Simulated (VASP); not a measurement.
# Driving VASP from ASE on ZnO (zincite), part 2 of 3

Do ASE scripts that read ZnO (zincite) from different structure formats give one answer, and do several routes find one equilibrium volume? All runs use r2SCAN. Left out of this account: 1 further run (fields: a reference on another mesh). The start is a cell from a database of measured crystal structures.

VASP 6.6.1; r2SCAN; plane waves and PAW (Zn, O).

So far. Step 2 (Self-consistent run (r2SCAN, through ASE)): The pressure is -0.11 GPa and the largest force 0.086 eV/Å, so the cell is not at a minimum at these settings. Step 3 (Self-consistent run (r2SCAN, through ASE), try 2): The energy lies -0.02 meV an atom from the first script, on another mesh.

## (4) Relaxing cell and atoms (r2SCAN, through ASE)

The start need not lie at this functional's minimum. ISIF = 3 frees volume, shape and positions, and EDIFFG sets the threshold on forces and stress at which the search stops.

File run.py:

```python
import numpy as np
from ase.calculators.vasp import Vasp
from ase import Atoms

atoms = Atoms(['Zn', 'Zn', 'O', 'O'],
              cell=[[3.249308, 0.0, 0.0], [-1.624654, 2.81398327, 0.0], [0.0, 0.0, 5.205709]],
              scaled_positions=[[0.33333333, 0.66666667, 0.5], [0.66666667, 0.33333333, 0.0], [0.66666667, 0.33333333, 0.37901], [0.33333333, 0.66666667, 0.87901]],
              pbc=True)

calc = Vasp(
    xc='r2scan',
    pp='PBE',
    prec='Accurate',
    encut=520,
    ediff=1e-06,
    nelm=100,
    ismear=-1,
    sigma=0.05,
    lreal=False,
    algo='Normal',
    lasph=True,
    nbands=24,
    lorbit=11,
    lwave=False,
    lcharg=False,
    kpar=4,
    ibrion=2,
    nsw=60,
    isif=3,
    ediffg=-0.01,
    pp_version='64',
    setups={'Zn': '', 'O': ''},
    kpts=(8, 8, 5),
    gamma=True,
    txt='vasp.out',
)
atoms.calc = calc

print("energy (eV):", round(atoms.get_potential_energy(), 6))
print("Fermi level (eV):", round(calc.get_fermi_level(), 4))
print("forces (eV/A):")
print(np.round(atoms.get_forces(), 4))
print("stress (GPa, Voigt, tension positive):", np.round(atoms.get_stress() * 160.21766, 3))
print("cell (A, degrees):", np.round(atoms.cell.cellpar(), 4))
print("volume (A^3):", round(atoms.get_volume(), 4))
print("positions:")
print(np.round(atoms.get_scaled_positions(), 5))
```

The projector-augmented-wave data sets are Zn and O (PBE family, release 64).

On the command line:

```sh
export ASE_VASP_COMMAND="mpirun -np 4 vasp_std"
python run.py
```

Output:

```text
energy (eV): -36.318363
Fermi level (eV): 1.505
forces (eV/A):
[[ 0.     -0.      0.0037]
 [-0.      0.      0.0037]
 [ 0.      0.     -0.0037]
 [ 0.     -0.     -0.0037]]
stress (GPa, Voigt, tension positive): [-0.042 -0.042 -0.039 -0.    -0.    -0.   ]
cell (A, degrees): [  3.2432   3.2432   5.2206  90.      90.     120.    ]
volume (A^3): 47.554
positions:
[[0.33333 0.66667 0.4994 ]
 [0.66667 0.33333 0.9994 ]
 [0.66667 0.33333 0.37961]
 [0.33333 0.66667 0.87961]]
```

Wall time 54 s (4 MPI ranks of Intel Xeon Platinum 8259CL at 2.50GHz (Skylake/Cascade Lake), shared host); peak memory 0.7 GiB; 3.5 min of CPU time.

The INCAR that ASE wrote:

```
ENCUT = 520.000000
SIGMA = 0.050000
EDIFF = 1.00e-06
EDIFFG = -1.00e-02
ALGO = Normal
METAGGA = R2SCAN
PREC = Accurate
IBRION = 2
ISIF = 3
ISMEAR = -1
KPAR = 4
LORBIT = 11
NBANDS = 24
NELM = 100
NSW = 60
LASPH = .TRUE.
LCHARG = .FALSE.
LWAVE = .FALSE.
LREAL = .FALSE.
```

The KPOINTS that ASE wrote:

```
KPOINTS created by Atomic Simulation Environment
0
Gamma
8 8 5
0 0 0
```

vasp.out:

```text
[... set-up lines as in an earlier step ...]
 entering main loop
       N       E                     dE             d eps       ncg     rms          rms(c)
DAV:   1     0.260348618012E+03    0.26035E+03   -0.19137E+04  1464   0.224E+03
DAV:   2    -0.184989513169E+02   -0.27885E+03   -0.26541E+03  1568   0.430E+02
DAV:   3    -0.461789336774E+02   -0.27680E+02   -0.27466E+02  1640   0.143E+02
DAV:   4    -0.465914537607E+02   -0.41252E+00   -0.41231E+00  1656   0.185E+01
DAV:   5    -0.465937556712E+02   -0.23019E-02   -0.23019E-02  1672   0.131E+00    0.143E+01
DAV:   6    -0.359847154590E+02    0.10609E+02   -0.53914E+00  2024   0.707E+01    0.101E+01
DAV:   7    -0.363342651892E+02   -0.34955E+00   -0.49465E+00  1440   0.206E+01    0.518E+00
DAV:   8    -0.363504529244E+02   -0.16188E-01   -0.58802E-01  2224   0.956E+00    0.281E+00
DAV:   9    -0.363196420417E+02    0.30811E-01   -0.13152E-01  1656   0.359E+00    0.525E-01
DAV:  10    -0.363166181365E+02    0.30239E-02   -0.36235E-02  2176   0.265E+00    0.171E-01
DAV:  11    -0.363170268022E+02   -0.40867E-03   -0.78516E-03  1552   0.821E-01    0.375E-02
DAV:  12    -0.363170037409E+02    0.23061E-04   -0.17788E-04  1576   0.133E-01    0.335E-02
DAV:  13    -0.363169679272E+02    0.35814E-04   -0.69529E-05  1944   0.142E-01    0.423E-03
DAV:  14    -0.363169662727E+02    0.16545E-05   -0.22854E-05  1672   0.392E-02    0.142E-02
DAV:  15    -0.363169693678E+02   -0.30951E-05   -0.67219E-06  1536   0.243E-02    0.447E-03
DAV:  16    -0.363169681322E+02    0.12357E-05   -0.62636E-07   984   0.130E-02    0.186E-03
DAV:  17    -0.363169688126E+02   -0.68039E-06   -0.64755E-07   776   0.812E-03
   1 F= -.36316969E+02 E0= -.36316969E+02  d E =-.363170E+02
 curvature:   0.00 expect dE= 0.000E+00 dE for cont linesearch  0.000E+00
 trial: gam= 0.00000 g(F)=  0.143E-02 g(S)=  0.220E-02 ort = 0.000E+00 (trialstep = 0.100E+01)
 search vector abs. value=  0.363E-02
 bond charge predicted
       N       E                     dE             d eps       ncg     rms          rms(c)
DAV:   1    -0.363231747457E+02   -0.62066E-02   -0.67257E-01  1472   0.654E+00    0.604E-01
DAV:   2    -0.363204874165E+02    0.26873E-02   -0.30304E-02  1688   0.228E+00    0.349E-01
DAV:   3    -0.363183462344E+02    0.21412E-02   -0.15251E-03  1960   0.658E-01    0.107E-01
DAV:   4    -0.363182108626E+02    0.13537E-03   -0.84556E-04  1800   0.306E-01    0.210E-02
DAV:   5    -0.363182209355E+02   -0.10073E-04   -0.13008E-04  1528   0.129E-01    0.118E-02
DAV:   6    -0.363182224688E+02   -0.15332E-05   -0.54867E-06  1728   0.668E-02    0.667E-03
DAV:   7    -0.363182218473E+02    0.62150E-06   -0.14300E-06   840   0.212E-02
   2 F= -.36318222E+02 E0= -.36318222E+02  d E =-.125303E-02
 trial-energy change:   -0.001253  1 .order   -0.001190   -0.003632    0.001251
 step:   0.7579(harm=  0.7438)  dis= 0.00315  next Energy=   -36.318372 (dE=-0.140E-02)
 bond charge predicted
       N       E                     dE             d eps       ncg     rms          rms(c)
DAV:   1    -0.363186690095E+02   -0.44654E-03   -0.39237E-02  1440   0.159E+00    0.146E-01
DAV:   2    -0.363184766021E+02    0.19241E-03   -0.17580E-03  1720   0.557E-01    0.845E-02
DAV:   3    -0.363183664549E+02    0.11015E-03   -0.88010E-05  1896   0.156E-01    0.260E-02
DAV:   4    -0.363183629315E+02    0.35234E-05   -0.48313E-05  1832   0.737E-02    0.498E-03
DAV:   5    -0.363183631082E+02   -0.17672E-06   -0.74657E-06  1512   0.300E-02
   3 F= -.36318363E+02 E0= -.36318363E+02  d E =-.139430E-02
 curvature:  -0.37 expect dE=-0.297E-05 dE for cont linesearch -0.641E-06
 trial: gam= 0.00000 g(F)=  0.268E-05 g(S)=  0.533E-05 ort =-0.792E-04 (trialstep = 0.952E+00)
 search vector abs. value=  0.801E-05
 reached required accuracy - stopping structural energy minimisation
```

Parts of OUTCAR (step 4):

```text
 Found     30 irreducible k-points:

   NELECT =      36.0000    total number of electrons

 E-fermi :   1.5050

 k-point     1 :       0.0000    0.0000    0.0000
  band No.  band energies     occupation
    ...
     14       0.0521      2.00000
     15       0.0521      2.00000
     16       0.7619      2.00000
     17       0.8578      2.00000
     18       0.8578      2.00000
     19       2.0823      0.00002
     20       6.7001      0.00000
     21       9.6687      0.00000
     22      14.5444      0.00000
     23      14.5446      0.00000
    ...

 k-point     2 :       0.1250   -0.0000    0.0000
  band No.  band energies     occupation
    ...
     14      -0.4925      2.00000
     15      -0.1575      2.00000
     16       0.1082      2.00000
     17       0.6564      2.00000
     18       0.7435      2.00000
     19       3.0448      0.00000
     20       7.3350      0.00000
     21       9.6460      0.00000
     22      13.0492      0.00000
     23      14.7167      0.00000
    ...

  Total        0.0123363      0.0123363      0.0117236      0.0000000      0.0000000      0.0000000
  in kB        0.4156312      0.4156312      0.3949883      0.0000000      0.0000000      0.0000000
  external PRESSURE =       0.4087502 kB  Pullay stress =       0.0000000 kB

  energy-cutoff  :      520.00
  volume of cell :       47.55
      direct lattice vectors                 reciprocal lattice vectors
     3.243170441  0.000000000 -0.000000000     0.308340255  0.178020329  0.000000000
    -1.621585221  2.808667988  0.000000000     0.000000000  0.356040659  0.000000000
    -0.000000000 -0.000000000  5.220555148     0.000000000 -0.000000000  0.191550510

 POSITION                                       TOTAL-FORCE (eV/Angst)
 -----------------------------------------------------------------------------------
     -0.00000      1.87245      2.60712         0.000000     -0.000000      0.003726
      1.62159      0.93622      5.21740        -0.000000      0.000000      0.003726
      1.62159      0.93622      1.98180         0.000000      0.000000     -0.003726
     -0.00000      1.87245      4.59208         0.000000     -0.000000     -0.003726
 -----------------------------------------------------------------------------------
    total drift:                                0.000005     -0.000001     -0.079281

  FREE ENERGIE OF THE ION-ELECTRON SYSTEM (eV)
  ---------------------------------------------------
  free  energy   TOTEN  =       -36.3183631082 eV

  energy  without entropy=      -36.3183630247  energy(sigma->0) =      -36.31836307

 reached required accuracy - stopping structural energy minimisation

 total charge
# of ion       s       p       d       tot
------------------------------------------
    1        0.436   0.481   9.921  10.839
    2        0.436   0.481   9.921  10.839
    3        1.553   3.486   0.000   5.038
    4        1.553   3.486   0.000   5.038
--------------------------------------------------
tot          3.978   7.934  19.842  31.754

[... 7 parts as in an earlier step ...]

[... 6 further parts left out ...]
```

CONTCAR:

```
Zn O
   1.00000000000000
     3.2431704411385427    0.0000000000000000   -0.0000000000000000
    -1.6215852205692713    2.8086679881241690    0.0000000000000000
    -0.0000000000000000   -0.0000000000000000    5.2205551478553396
  Zn              O
     2     2
Direct
     0.3333333300000021    0.6666666699999979    0.4993951002470201
     0.6666666699999979    0.3333333300000021    0.9993951002470201
     0.6666666699999979    0.3333333300000021    0.3796148997529809
     0.3333333300000021    0.6666666699999979    0.8796148997529809
```

The run keeps the 12 symmetry operations of its start, so it cannot find a distortion of lower symmetry.

Step by step:

```csv
step,energy less that of the first step (eV),largest force (eV/Å),pressure (GPa),volume (Å³)
1,0.0000,0.0860,-0.11,47.60
2,-0.0013,0.0315,0.08,47.54
3,-0.0014,0.0037,0.04,47.55
```

```csv
"conventional cell, symmetrised",before,after,change
a (Å),3.249,3.243,-0.2 %
b (Å),3.249,3.243,-0.2 %
c (Å),5.206,5.221,+0.3 %
volume (Å³/atom),11.90,11.89,-0.1 %
```

Final coordinates:

```xyz
4
Lattice="3.2432 0.0000 0.0000 -1.6216 2.8087 0.0000 0.0000 0.0000 5.2206" Properties=species:S:1:pos:R:3 pbc="T T T"
Zn    0.0000    1.8724    2.6071
Zn    1.6216    0.9362   -0.0032
O     1.6216    0.9362    1.9818
O     0.0000    1.8724    4.5921
```

This step gave:

```yaml
irreducible_k_points: 30
fermi_energy: 1.505 eV
pressure: 0.04088 GPa
scf_cycles_over_all_ionic_steps: 29
gap_on_the_k_mesh: 1.224 eV
least_direct_gap_on_the_k_mesh: 1.224 eV
```

It ends with a largest force of 0.004 eV/Å and a pressure of 0.04 GPa.

## (5) Equation of state by an ASE loop (r2SCAN)

An ASE loop scales the volume and fits the energies, which gives the bulk modulus from energies alone.

File run.py:

```python
import numpy as np
from ase.calculators.vasp import Vasp
from ase.io import read
from ase.eos import EquationOfState
from ase.units import GPa

atoms = read('structure.vasp')

calc = Vasp(
    xc='r2scan',
    pp='PBE',
    prec='Accurate',
    encut=520,
    ediff=1e-06,
    nelm=100,
    ismear=-1,
    sigma=0.05,
    lreal=False,
    algo='Normal',
    lasph=True,
    nbands=24,
    lorbit=11,
    lwave=False,
    lcharg=False,
    kpar=4,
    isif=2,
    pp_version='64',
    setups={'Zn': '', 'O': ''},
    kpts=(8, 8, 5),
    gamma=True,
    txt='vasp.out',
)
atoms.calc = calc

cell, volumes, energies = atoms.get_cell(), [], []
for x in [0.94, 0.96, 0.98, 1.0, 1.02, 1.04, 1.06]:
    atoms.set_cell(cell * x ** (1 / 3), scale_atoms=True)
    volumes.append(atoms.get_volume())
    energies.append(atoms.get_potential_energy())
    print(f"{x:.2f}  V = {volumes[-1]:.4f} A^3  E = {energies[-1]:.6f} eV")
v0, e0, b0 = EquationOfState(volumes, energies, eos="birchmurnaghan").fit()
print(f"V0 = {v0:.4f} A^3  E0 = {e0:.6f} eV  B0 = {b0 / GPa:.2f} GPa")
```

File structure.vasp:

```
ZnO
1.0
    3.2493080000      0.0000000000      0.0000000000
   -1.6246540000      2.8139832727      0.0000000000
    0.0000000000      0.0000000000      5.2057090000
Zn O
2 2
Direct
    0.3333333333      0.6666666667      0.5000000000
    0.6666666667      0.3333333333      0.0000000000
    0.6666666667      0.3333333333      0.3790100000
    0.3333333333      0.6666666667      0.8790100000
```

Output:

```text
0.94  V = 44.7425 A^3  E = -36.228972 eV
0.96  V = 45.6945 A^3  E = -36.279862 eV
0.98  V = 46.6464 A^3  E = -36.308280 eV
1.00  V = 47.5984 A^3  E = -36.316969 eV
1.02  V = 48.5504 A^3  E = -36.307801 eV
1.04  V = 49.5023 A^3  E = -36.282593 eV
1.06  V = 50.4543 A^3  E = -36.243390 eV
V0 = 47.5644 A^3  E0 = -36.316954 eV  B0 = 150.06 GPa
```

It took 3.4 min on 4 MPI ranks; peak memory 0.74 GiB; 13 min of CPU time.

ASE turned this into the INCAR:

```
ENCUT = 520.000000
SIGMA = 0.050000
EDIFF = 1.00e-06
ALGO = Normal
METAGGA = R2SCAN
PREC = Accurate
ISIF = 2
ISMEAR = -1
KPAR = 4
LORBIT = 11
NBANDS = 24
NELM = 100
LASPH = .TRUE.
LCHARG = .FALSE.
LWAVE = .FALSE.
LREAL = .FALSE.
```

The KPOINTS that ASE wrote:

```
KPOINTS created by Atomic Simulation Environment
0
Gamma
8 8 5
0 0 0
```

VASP's own log, vasp.out (the last of its runs):

```text
[banner, memory and clock lines left out]
running    4 mpi-ranks, on    1 nodes
 distrk:  each k-point on    1 cores,    4 groups
 distr:  one band on    1 cores,    1 groups

 POSCAR found type information on POSCAR ZnO
 POSCAR found :  2 types and       4 ions
 [... a notice as in an earlier step ...]

 LDA part: xc-table for (None), standard interpolation
 POSCAR, INCAR and KPOINTS ok, starting setup
 FFT: planning ... GRIDC
 FFT: planning ... GRID_SOFT
 FFT: planning ... GRID
 WAVECAR not read
 WARNING: random wavefunctions but no delay for mixing, default for NELMDL
 entering main loop
       N       E                     dE             d eps       ncg     rms          rms(c)
DAV:   1     0.264763202060E+03    0.26476E+03   -0.19217E+04  1440   0.221E+03
DAV:   2    -0.175051601184E+02   -0.28227E+03   -0.26787E+03  1576   0.431E+02
DAV:   3    -0.461471490094E+02   -0.28642E+02   -0.28431E+02  1648   0.143E+02
DAV:   4    -0.465852176890E+02   -0.43807E+00   -0.43785E+00  1672   0.190E+01
DAV:   5    -0.465876893548E+02   -0.24717E-02   -0.24716E-02  1672   0.135E+00    0.131E+01
DAV:   6    -0.358818150754E+02    0.10706E+02   -0.55659E+00  2024   0.728E+01    0.916E+00
DAV:   7    -0.362520646102E+02   -0.37025E+00   -0.48290E+00  1440   0.202E+01    0.486E+00
DAV:   8    -0.362762831846E+02   -0.24219E-01   -0.57884E-01  2224   0.953E+00    0.262E+00
DAV:   9    -0.362458267311E+02    0.30456E-01   -0.13910E-01  1736   0.362E+00    0.512E-01
DAV:  10    -0.362428867766E+02    0.29400E-02   -0.33939E-02  2088   0.255E+00    0.160E-01
DAV:  11    -0.362434865006E+02   -0.59972E-03   -0.78194E-03  1560   0.818E-01    0.506E-02
DAV:  12    -0.362434228881E+02    0.63612E-04   -0.18613E-04  1584   0.140E-01    0.325E-02
DAV:  13    -0.362433898594E+02    0.33029E-04   -0.86453E-05  1920   0.176E-01    0.699E-03
DAV:  14    -0.362433855641E+02    0.42953E-05   -0.27100E-05  1840   0.506E-02    0.154E-02
DAV:  15    -0.362433882152E+02   -0.26511E-05   -0.51164E-06  1544   0.225E-02    0.715E-03
DAV:  16    -0.362433899842E+02   -0.17690E-05   -0.23859E-06  1144   0.153E-02    0.157E-03
DAV:  17    -0.362433899928E+02   -0.85702E-08   -0.54640E-07   792   0.690E-03
   1 F= -.36243390E+02 E0= -.36243390E+02  d E =-.202163E-06
```

OUTCAR, selected parts (step 5):

```text
   ENCUT  =  520.0 eV  38.22 Ry    6.18 a.u.   6.16  6.16  9.87*2*pi/ulx,y,z

   NELECT =      36.0000    total number of electrons

 E-fermi :   0.9374

 k-point     1 :       0.0000    0.0000    0.0000
  band No.  band energies     occupation
    ...
     14      -0.4297      2.00000
     15      -0.4296      2.00000
     16       0.2721      2.00000
     17       0.3291      1.99999
     18       0.3291      1.99999
     19       1.4675      0.00005
     20       5.9372      0.00000
     21       8.9762      0.00000
     22      13.6688      0.00000
     23      13.6688      0.00000
    ...

  Total       -2.5739971     -2.5739971     -2.2054657      0.0000000      0.0000000     -0.0000000
  in kB      -81.7373388    -81.7373388    -70.0346147      0.0000000      0.0000000     -0.0000000
  external PRESSURE =     -77.8364308 kB  Pullay stress =       0.0000000 kB

 POSITION                                       TOTAL-FORCE (eV/Angst)
 -----------------------------------------------------------------------------------
     -0.00000      1.91278      2.65390         0.000000     -0.000000     -0.064028
      1.65652      0.95639      0.00000        -0.000000      0.000000     -0.064028
      1.65652      0.95639      2.01171        -0.000000      0.000000      0.064028
     -0.00000      1.91278      4.66562        -0.000000      0.000000      0.064028
 -----------------------------------------------------------------------------------
    total drift:                                0.000000      0.000001     -0.042157

  FREE ENERGIE OF THE ION-ELECTRON SYSTEM (eV)
  ---------------------------------------------------
  free  energy   TOTEN  =       -36.2433899928 eV

  energy  without entropy=      -36.2433897906  energy(sigma->0) =      -36.24338989

[... 4 parts as in an earlier step ...]

[... 12 further parts left out ...]
```

This step gave:

| Property | Result |
| --- | --- |
| bulk modulus | 150.1 GPa |
| equilibrium volume of the fit | 11.89 Å³/atom |

The fitted volume lies +0.02 % from the relaxed one.

(Part 2 of 3 ends here.)

[Lines on the potential files, build, host, timing and source positions are cut from VASP's logs without a mark.]

[Logs are printed without paths, hosts, clocks, repeated set-up lines and the standing remarks that a program may print on its own settings, such as how far it seeks lower states.]

[Hosts, paths, dates, database ids (printed as entryN), source tags and the programs' standing remarks are cut or masked in the printed files.]

[A measured line is paired with the nearest computed mode of its activity, which favours agreement.]
